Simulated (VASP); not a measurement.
A run of VASP 6.6.1 is set up as follows.

File INCAR:

```
SYSTEM = InGaO
PREC     = Normal         ! precision mode
ENCUT    = 520            ! plane-wave cutoff, eV
EDIFF    = 1E-4           ! SCF threshold, eV
ISMEAR   = 0              ! smearing method
SIGMA    = 0.15           ! smearing width, eV
LREAL    = .False.        ! projectors in reciprocal space
LASPH    = .True.         ! aspherical terms in the spheres
NELM     = 60             ! most SCF steps
ALGO     = Fast           ! electronic algorithm
ISIF     = 3              ! what is computed and relaxed
LWAVE    = .False.        ! write WAVECAR
LCHARG   = .False.        ! write CHGCAR
GGA      = PE             ! functional
IBRION   = 2              ! ionic algorithm
NSW      = 24             ! ionic steps
EDIFFG   = -0.08          ! ionic threshold
KPAR     = 2
```

Contents of KPOINTS:

```
regular mesh
0
Gamma
  3 3 2
  0 0 0
```

Contents of POSCAR:

```
InGaO
1.0
    4.2213691000      0.0000000000      0.0000000000
    0.0000000000      4.2213691000      0.0000000000
    0.0000000000      0.0000000000      7.0219567900
In Ga O
2 2 2
Direct
    0.0000000000      0.5000000000      0.0000000000
    0.5000000000      0.0000000000      0.0000000000
    0.5000000000      0.5000000000      0.8418818400
    0.5000000000      0.5000000000      0.1581181600
    0.5000000000      0.5000000000      0.5000000000
    0.0000000000      0.0000000000      0.5000000000
```

Potentials or basis: VASP PAW PBE potentials, release 64 (In_d, Ga_d, O).

Run with:

```console
$ cat potpaw_PBE.64/In_d/POTCAR potpaw_PBE.64/Ga_d/POTCAR potpaw_PBE.64/O/POTCAR > POTCAR
$ mpirun -np 2 vasp_std > vasp.out
```

(1) What does it give for the relaxed cell?

(2) Estimate the space group after relaxing (to 0.05 Å).

(3) Predict the relaxed volume.

(4) Estimate the band gap on the k mesh.

Results:

(1) a = 5.020 Å, b = 5.020 Å, c = 6.405 Å, α = 90.00°, β = 90.00°, γ = 90.00°.

(2) P4/mmm (No. 123).

(3) 26.90 Å³/atom.

(4) none (metal or under the smearing width).

Caveat: the k mesh is coarse (spacing up to 0.50 Å⁻¹), so the values aren't converged; the volume moved by over 15 % at a fixed basis, so the end points are rough.
